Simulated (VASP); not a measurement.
## RbBr (space group Pm-3m): computed properties

Calculation: r2SCAN meta-GGA, VASP's PBE PAW potentials (set 64) (plane waves; VASP).

For RbBr, the space group is Pm-3m (221) and the cell is a = b = c = 4.126 Å, α = β = γ = 90.00°. The volume per atom is 35.12 Å^3/atom and the band gap (over mesh and band path) is 4.83 eV. The smallest direct gap (over mesh and band path) is 4.99 eV and the band-edge character without spin-orbit coupling comes out as indirect, M to Γ. The band gap with spin-orbit coupling is 4.80 eV and the density is 3.91 g/cm³. The mean ε∞ (independent particles) comes out as 2.91.

```yaml
crystal:
  lattice:
    - [4.12608, 0.00000, 0.00000]
    - [0.00000, 4.12608, 0.00000]
    - [0.00000, 0.00000, 4.12608]
  atoms:
    - { symbol: Rb, position: [0.00000, 0.00000, 0.00000] }
    - { symbol: Br, position: [0.50000, 0.50000, 0.50000] }
```

The structure comes from a computed database's RbBr entry (Pm-3m); how it stands against other phases isn't given here. The cell was not relaxed at this level.
